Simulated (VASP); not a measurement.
Energy against volume of BaTiO3 (cubic perovskite). Calculation: r2SCAN+rVV10, VASP's PBE PAW potentials (set 64) (plane waves; VASP). Settings: 520 eV cut-off, 6×6×6 Γ-centred mesh, Gaussian smearing of 0.050 eV, potentials Ba_sv Ti_sv O.

```tsv
V (Å³/atom)	E (eV/atom)
12.403	-14.65816
12.787	-14.66565
13.170	-14.65988
13.554	-14.64285
```

Fit these four points and predict the energy of the run at 12.019 Å³/atom.

A cubic in V^(−2/3), the third-order Birch-Murnaghan form, passes through the four points with V0 = 12.80 Å³/atom and B0 = 183 GPa, and gives -14.6350 eV/atom there. The run gave -14.6350 eV/atom, -0.0 meV/atom from the fit; all five points give B0 = 183 GPa.

The compound is BaTiO3 in the cubic perovskite structure, the ideal cubic form; the compound distorts at low or room temperature. The cell was not relaxed at this level.
